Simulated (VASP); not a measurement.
# LaSb2Au: interstitial H from one void to a neighbouring one, part 4 of 4

Wanted: the minimum-energy path in LaSb2Au for this move: interstitial H from one void to a neighbouring one. The start is a cell from a database of measured crystal structures.

VASP 6.6.1, plane waves and PAW; the level of theory is named at each step.

So far. Step 4 (Relax the end): The run ended after 37 ionic steps, 0.561 eV below its first step, once the forces on the free atoms met EDIFFG = -0.05. Step 4 (Relax the end): H moved by 1.09 Å, so this state is no longer the site that was set up, and the path will join the minima actually found.

## (5) Nudged elastic band

Level of this step: LDA; plane waves and PAW (Au, La, Sb, H) (VASP).

Images on a straight line between the ends relax across the path, while springs keep them spaced along it.

INCAR

```
SYSTEM = La4Sb8HAu4
PREC = Normal
ENCUT = 280
EDIFF = 1E-05
NELM = 120
ISMEAR = 1
SIGMA = 0.15
LREAL = Auto
ALGO = Fast
GGA = CA
NBANDS = 81
LWAVE = .FALSE.
LCHARG = .FALSE.
IMAGES = 3
SPRING = -5
IBRION = 3
POTIM = 0.15
NSW = 60
EDIFFG = -0.05
ISYM = 0
ISIF = 0
SMASS = 1
```

POSCAR

```
La4Sb8HAu4
1.0
    4.3875942877      4.3875942877      0.0000000000
   -4.3875942877      4.3875942877      0.0000000000
    0.0000000000      0.0000000000     10.2590976983
Au La Sb H
4 4 8 1
Direct
    0.4956952061      0.9983600572      0.0076282119
    0.9940955886      0.4997569196      0.0072766656
    0.9962774832      0.0000288820      0.0072210554
    0.4971974406      0.4991086701      0.0078675695
    0.2454184177      0.2486675385      0.2583235851
    0.7450797117      0.7485499537      0.2564051961
    0.2453884792      0.7507597228      0.7567453512
    0.7471290258      0.2507014198      0.7565636739
    0.5030743464      0.9891805620      0.5074707378
    0.9922310893      0.5028908341      0.5070824163
    0.9919634542      0.9988333841      0.5069587870
    0.5025380904      0.5125919933      0.5080417116
    0.2471459315      0.2509807402      0.8335460359
    0.7460569373      0.7505685162      0.8315916301
    0.2454424821      0.7482945972      0.1799964689
    0.7458357294      0.2483620747      0.1808084492
    0.3027299304      0.2509331563      0.4726460384
```

KPOINTS

```
Automatic mesh
0
Monkhorst-Pack
3 3 2
0 0 0
```

00/POSCAR

```
La4Sb8HAu4
1.0
    4.3875942877      4.3875942877      0.0000000000
   -4.3875942877      4.3875942877      0.0000000000
    0.0000000000      0.0000000000     10.2590976983
Au La Sb H
4 4 8 1
Direct
    0.4956952061      0.9983600572      0.0076282119
    0.9940955886      0.4997569196      0.0072766656
    0.9962774832      0.0000288820      0.0072210554
    0.4971974406      0.4991086701      0.0078675695
    0.2454184177      0.2486675385      0.2583235851
    0.7450797117      0.7485499537      0.2564051961
    0.2453884792      0.7507597228      0.7567453512
    0.7471290258      0.2507014198      0.7565636739
    0.5030743464      0.9891805620      0.5074707378
    0.9922310893      0.5028908341      0.5070824163
    0.9919634542      0.9988333841      0.5069587870
    0.5025380904      0.5125919933      0.5080417116
    0.2471459315      0.2509807402      0.8335460359
    0.7460569373      0.7505685162      0.8315916301
    0.2454424821      0.7482945972      0.1799964689
    0.7458357294      0.2483620747      0.1808084492
    0.3027299304      0.2509331563      0.4726460384
```

01/POSCAR

```
La4Sb8HAu4
1.0
    4.3875942877      4.3875942877      0.0000000000
   -4.3875942877      4.3875942877      0.0000000000
    0.0000000000      0.0000000000     10.2590976983
Au La Sb H
4 4 8 1
Direct
    0.4973604716      0.9988534740      0.0037667707
    0.9959869766      0.4999941079      0.0034296317
    0.9973239982      0.0004208203      0.0034015726
    0.4980552740      0.4990378334      0.0039002936
    0.2470395526      0.2493898636      0.2543857376
    0.7466509699      0.7493687091      0.2530746329
    0.2468534635      0.7506782590      0.7524852405
    0.7481808327      0.2506435849      0.7532411965
    0.5040076931      0.9936428052      0.5035849616
    0.9920039420      0.5004525263      0.5033462750
    0.9936264024      1.0016469439      0.5029997162
    0.5038154682      0.5090811290      0.5039267059
    0.2480749950      0.2507428882      0.8300885525
    0.7473054150      0.7504930028      0.8287255594
    0.2469069951      0.7490650572      0.1764879175
    0.7472345542      0.2491733211      0.1775841682
    0.2858909328      0.3710582975      0.4854568760
```

02/POSCAR

```
La4Sb8HAu4
1.0
    4.3875942877      4.3875942877      0.0000000000
   -4.3875942877      4.3875942877      0.0000000000
    0.0000000000      0.0000000000     10.2590976983
Au La Sb H
4 4 8 1
Direct
    0.4990257370      0.9993468907     -0.0000946705
    0.9978783647      0.5002312962     -0.0004174021
    0.9983705132      0.0008127586     -0.0004179103
    0.4989131073      0.4989669967     -0.0000669824
    0.2486606874      0.2501121887      0.2504478901
    0.7482222281      0.7501874645      0.2497440698
    0.2483184478      0.7505967951      0.7482251298
    0.7492326396      0.2505857500      0.7499187191
    0.5049410398      0.9981050484      0.4996991854
    0.9917767948      0.4980142185      0.4996101338
    0.9952893505      1.0044605038      0.4990406454
    0.5050928460      0.5055702646      0.4998117002
    0.2490040584      0.2505050362      0.8266310691
    0.7485538927      0.7504174893      0.8258594888
    0.2483715081      0.7498355172      0.1729793661
    0.7486333790      0.2499845674      0.1743598873
    0.2690519352      0.4911834386      0.4982677135
```

03/POSCAR

```
La4Sb8HAu4
1.0
    4.3875942877      4.3875942877      0.0000000000
   -4.3875942877      4.3875942877      0.0000000000
    0.0000000000      0.0000000000     10.2590976983
Au La Sb H
4 4 8 1
Direct
    0.5006910025      0.9998403074     -0.0039561118
    0.9997697528      0.5004684846     -0.0042644360
    0.9994170283      0.0012046969     -0.0042373932
    0.4997709407      0.4988961600     -0.0040342583
    0.2502818223      0.2508345138      0.2465100426
    0.7497934863      0.7510062199      0.2464135066
    0.2497834321      0.7505153312      0.7439650192
    0.7502844464      0.2505279151      0.7465962416
    0.5058743865      1.0025672917      0.4958134092
    0.9915496476      0.4955759107      0.4958739926
    0.9969522986      1.0072740636      0.4950815745
    0.5063702239      0.5020594003      0.4956966944
    0.2499331218      0.2502671842      0.8231735857
    0.7498023704      0.7503419758      0.8229934182
    0.2498360211      0.7506059773      0.1694708147
    0.7500322038      0.2507958138      0.1711356064
    0.2522129376      0.6113085798      0.5110785510
```

04/POSCAR

```
La4Sb8HAu4
1.0
    4.3875942877      4.3875942877      0.0000000000
   -4.3875942877      4.3875942877      0.0000000000
    0.0000000000      0.0000000000     10.2590976983
Au La Sb H
4 4 8 1
Direct
    0.5023562680      1.0003337242     -0.0078175530
    1.0016611408      0.5007056729     -0.0081114699
    1.0004635433      0.0015966352     -0.0080568760
    0.5006287740      0.4988253233     -0.0080015343
    0.2519029572      0.2515568389      0.2425721951
    0.7513647445      0.7518249753      0.2430829434
    0.2512484164      0.7504338674      0.7397049085
    0.7513362533      0.2504700802      0.7432737642
    0.5068077332      1.0070295349      0.4919276330
    0.9913225003      0.4931376029      0.4921378513
    0.9986152468      1.0100876234      0.4911225037
    0.5076476017      0.4985485360      0.4915816887
    0.2508621853      0.2500293322      0.8197161023
    0.7510508481      0.7502664624      0.8201273475
    0.2513005341      0.7513764373      0.1659622633
    0.7514310286      0.2516070602      0.1679113254
    0.2353739400      0.7314337210      0.5238893886
```

PAW data sets: Au, La, Sb and H (LDA family, release 64).

On the command line:

```bash
mpirun -np 3 vasp_std
```

What it wrote:

```text
[banner, memory and clock lines left out]
running    3 mpi-ranks, on    1 nodes
 each image running on    1 cores
[...]
01/POSCAR found :  4 types and      17 ions
 LDA part: xc-table for (Slater(with rela. corr.)+CA(PZ))
 , standard interpolation
[...]
00/POSCAR found :  4 types and      17 ions
[...]
04/POSCAR found :  4 types and      17 ions
 POSCAR, INCAR and KPOINTS ok, starting setup
[...]
entering main loop
       N       E                     dE             d eps       ncg     rms          rms(c)
DAV:   1     0.107920072702E+04    0.10792E+04   -0.30059E+04  1458   0.117E+03
DAV:   2     0.181875692157E+03   -0.89733E+03   -0.82539E+03  1730   0.310E+02
DAV:   3    -0.362110712412E+02   -0.21809E+03   -0.20475E+03  1943   0.163E+02
DAV:   4    -0.881488010283E+02   -0.51938E+02   -0.48814E+02  2636   0.744E+01
[...]
RMM:  23    -0.937720866527E+02   -0.31658E-03   -0.34674E-03  2441   0.134E-01    0.804E-02
RMM:  24    -0.937723028773E+02   -0.21622E-03   -0.22530E-03  2410   0.121E-01    0.803E-02
RMM:  25    -0.937724790539E+02   -0.17618E-03   -0.20112E-03  2372   0.109E-01    0.775E-02
WARNING in EDDRMM: call to ZHEGV failed, returncode =   8  4     41
RMM:  26    -0.937725924683E+02   -0.11341E-03   -0.13594E-03  2365   0.989E-02    0.664E-02
RMM:  27    -0.937727205772E+02   -0.12811E-03   -0.12113E-03  2371   0.933E-02    0.692E-02
RMM:  28    -0.937728098927E+02   -0.89315E-04   -0.91202E-04  2289   0.826E-02    0.647E-02
WARNING in EDDRMM: call to ZHEGV failed, returncode =   6  3     17
RMM:  29    -0.937728812443E+02   -0.71352E-04   -0.76709E-04  2275   0.766E-02    0.674E-02
RMM:  30    -0.937729273564E+02   -0.46112E-04   -0.59673E-04  2213   0.702E-02    0.593E-02
RMM:  31    -0.937729628521E+02   -0.35496E-04   -0.49217E-04  2194   0.650E-02    0.540E-02
WARNING in EDDRMM: call to ZHEGV failed, returncode =   8  4     19
RMM:  32    -0.937729723749E+02   -0.95228E-05   -0.37467E-04  2198   0.621E-02    0.350E-02
RMM:  33    -0.937729919144E+02   -0.19540E-04   -0.38858E-04  2201   0.592E-02    0.186E-02
WARNING in EDDRMM: call to ZHEGV failed, returncode =   8  4     44
RMM:  34    -0.937730142890E+02   -0.22375E-04   -0.24842E-04  2044   0.532E-02    0.179E-02
RMM:  35    -0.937730333047E+02   -0.19016E-04   -0.20854E-04  1975   0.490E-02    0.174E-02
RMM:  36    -0.937730497822E+02   -0.16478E-04   -0.17902E-04  1893   0.465E-02    0.171E-02
RMM:  37    -0.937730623411E+02   -0.12559E-04   -0.13589E-04  1811   0.434E-02    0.170E-02
RMM:  38    -0.937730721809E+02   -0.98398E-05   -0.10775E-04  1742   0.410E-02    0.170E-02
WARNING in EDDRMM: call to ZHEGV failed, returncode =   8  4     47
RMM:  39    -0.937730813752E+02   -0.91944E-05   -0.98456E-05  1645   0.390E-02
   1 F= -.93773081E+02 E0= -.93771335E+02  d E =-.937731E+02
[...]
WARNING in EDDRMM: call to ZHEGV failed, returncode =   6  3     52
WARNING in EDDRMM: call to ZHEGV failed, returncode =   6  3     55
[... from here on, the cycles between the ionic steps are left out ...]
   2 F= -.94061992E+02 E0= -.94058363E+02  d E =-.288911E+00
   6 F= -.94214459E+02 E0= -.94208668E+02  d E =-.926418E-02
  11 F= -.94243155E+02 E0= -.94237367E+02  d E =-.413750E-02
  16 F= -.94258231E+02 E0= -.94252464E+02  d E =-.246446E-02
  21 F= -.94267532E+02 E0= -.94261802E+02  d E =-.148880E-02
  26 F= -.94272963E+02 E0= -.94267236E+02  d E =-.880902E-03
  31 F= -.94276185E+02 E0= -.94270432E+02  d E =-.515267E-03
  36 F= -.94278127E+02 E0= -.94272339E+02  d E =-.310596E-03
  41 F= -.94279245E+02 E0= -.94273415E+02  d E =-.172116E-03
  46 F= -.94279769E+02 E0= -.94273891E+02  d E =-.720261E-04
  51 F= -.94279946E+02 E0= -.94274007E+02  d E =-.106178E-04
  56 F= -.94279858E+02 E0= -.94273844E+02  d E =0.399644E-04
  59 F= -.94279704E+02 E0= -.94273642E+02  d E =0.570717E-04
  60 F= -.94279637E+02 E0= -.94273557E+02  d E =0.674604E-04
damped:  g(F)=  0.266E-02 g(S)=  0.000E+00 dE (1.order)=-0.528E-02
```

Wall time 33 min (3 MPI ranks of AMD EPYC 7R43, shared host); peak memory 0.59 GiB.

Parts of OUTCAR (step 5):

```text
  tangential force (eV/A)        -0.158525
  left and right image   0.903366  0.923238 A

  tangential force (eV/A)        -0.161023
  left and right image   0.906192  0.926745 A

 k-point     1 :       0.0000    0.0000    0.2500
  band No.  band energies     occupation
    ...
     59       7.4428      2.00000
     60       7.4534      2.00000
     61       7.8731      2.00000
     62       8.1128      2.00000
     63       9.0873      2.03142
     64       9.6217     -0.00123
     65       9.6366     -0.00076
     66      10.0387     -0.00000
     67      10.1986     -0.00000
     68      10.8150     -0.00000
    ...

 POSITION                                       TOTAL-FORCE (eV/Angst)
 -----------------------------------------------------------------------------------
     -2.20396      6.58353      0.03783         0.002584      0.004914      0.006370
      2.18454      6.58955      0.03876        -0.004252      0.005018      0.004627
      4.37602      4.38799      0.03724        -0.001993     -0.000013      0.006312
     -0.01601      4.38571      0.03848        -0.004363      0.006224      0.005760
     -0.01575      2.20267      2.59613         0.002508     -0.002799     -0.013150
     -0.01824      6.59470      2.59908        -0.005101      0.005359      0.008457
     -2.21302      4.39871      7.72740        -0.002248      0.004697      0.005520
      2.19161      4.38143      7.72916         0.000238      0.004039      0.004297
     -2.22644      6.59988      5.16458         0.000579      0.001921      0.002430
      2.08416      6.54735      5.19235        -0.009023      0.008214      0.002916
      4.37560      4.40769      5.15779        -0.003756      0.008531      0.004851
      0.03789      4.53752      5.19550        -0.020596     -0.016055      0.008478
     -0.01306      2.19915      8.51333        -0.000284      0.003828      0.006768
     -0.00680      6.57960      8.51202        -0.001045      0.001385      0.000461
[...]
-----------------------------------------------------------------------------------
    total drift:                                0.071313     -0.089017      0.137396

  FREE ENERGIE OF THE ION-ELECTRON SYSTEM (eV)
  ---------------------------------------------------
  free  energy   TOTEN  =       -94.2796369031 eV

  energy  without entropy=      -94.2613972081  energy(sigma->0) =      -94.27355700

  tangential force (eV/A)        -0.164264
  left and right image   0.909087  0.930327 A

[... 5 parts as in an earlier step ...]

[... 10 further parts left out ...]
[key lines of the parts left out:]
E-fermi :   9.2263
```

CONTCAR:

```
La4Sb8HAu4
   1.00000000000000
     4.3875942876999998    4.3875942876999998    0.0000000000000000
    -4.3875942876999998    4.3875942876999998    0.0000000000000000
     0.0000000000000000    0.0000000000000000   10.2590976982999997
  Au              La              Sb              H
     4     4     8     1
Direct
     0.4990855633619669    1.0014011424914817    0.0036871216723312
     0.9998745757548788    0.5019837511210337    0.0037781232664533
     0.9987259745587552    0.0013648328114652    0.0036299826519214
     0.4979613271727985    0.5016091606951358    0.0037512930833260
     0.2492162896502746    0.2528060018529271    0.2530566292049768
     0.7494381409640256    0.7535951164613963    0.2533437316297498
     0.2490766194033012    0.7534577044434759    0.7532240770568627
     0.7490472815663549    0.2495468462580222    0.7533956723425026
     0.4983867735569061    1.0058272996257183    0.5034147861276996
     0.9836270669327002    0.5086154396112762    0.5061215206485051
     1.0009233177319914    0.0036577980611898    0.5027523693898659
     0.5214022830601008    0.5127671975964785    0.5064286454343959
     0.2491224858153945    0.2520984486431027    0.8298317654089329
     0.7490209910998931    0.7505707855567306    0.8297048546451820
     0.2494325107322945    0.7525804141127422    0.1777757326774461
     0.7491664342472507    0.2537994330338008    0.1768129050124511
     0.2543098925376127    0.3802456018309382    0.4561815318329366
```

The band used up its steps before its forces met the threshold, so no barrier is taken from it.

## (6) Summary of results

| Property | Result |
| --- | --- |
| result | none |

The session ends without its result: «nudged elastic band» used up its steps.

[Lines on the potential files, build, host, timing and source positions are cut from VASP's logs without a mark.]

[Logs are printed without paths, hosts, clocks, repeated set-up lines and the standing remarks that a program may print on its own settings, such as how far it seeks lower states.]

[Hosts, paths, dates, database ids (printed as entryN), source tags and the programs' standing remarks are cut or masked in the printed files.]

[Runs that stopped without an error message from VASP are left out.]
